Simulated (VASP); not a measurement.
Here is the system:

```
KBr
1.0
    0.00000     3.72246     3.72246
    3.72246     0.00000     3.72246
    3.72246     3.72246     0.00000
K Br
1 1
Direct
  0.00000   0.00000   0.00000
  0.25000   0.25000   0.25000
```

All values below come from PBE GGA, VASP's PBE PAW potentials (set 64) (plane waves; VASP 6.6.1). Run with 400 eV cut-off, Gaussian smearing of 0.050 eV, potentials K_sv Br.

### Question
Give the energies of bands 6 to 11 at the high-symmetry points, in eV from the valence-band maximum.

### Answer

```json
[
 {"band": "6", "Γ": "-0.01", "X": "-0.42", "U": "-0.32", "L": "-0.38", "W": "-0.25"},
 {"band": "7", "Γ": "-0.01", "X": "-0.02", "U": "-0.14", "L": "0.00", "W": "-0.19"},
 {"band": "8", "Γ": "-0.01", "X": "-0.02", "U": "-0.01", "L": "0.00", "W": "-0.03"},
 {"band": "9", "Γ": "4.23", "X": "6.04", "U": "6.29", "L": "6.45", "W": "6.30"},
 {"band": "10", "Γ": "8.57", "X": "7.13", "U": "7.13", "L": "6.90", "W": "7.15"},
 {"band": "11", "Γ": "8.57", "X": "8.76", "U": "8.39", "L": "8.15", "W": "8.66"}
]
```

The gap is indirect, 4.23 eV, from the valence maximum at K-Γ at 0.43 to the conduction minimum at Γ.

The structure was generated: KBr was put into the zinc blende type (F-43m), which need not be its known phase. It was relaxed first.
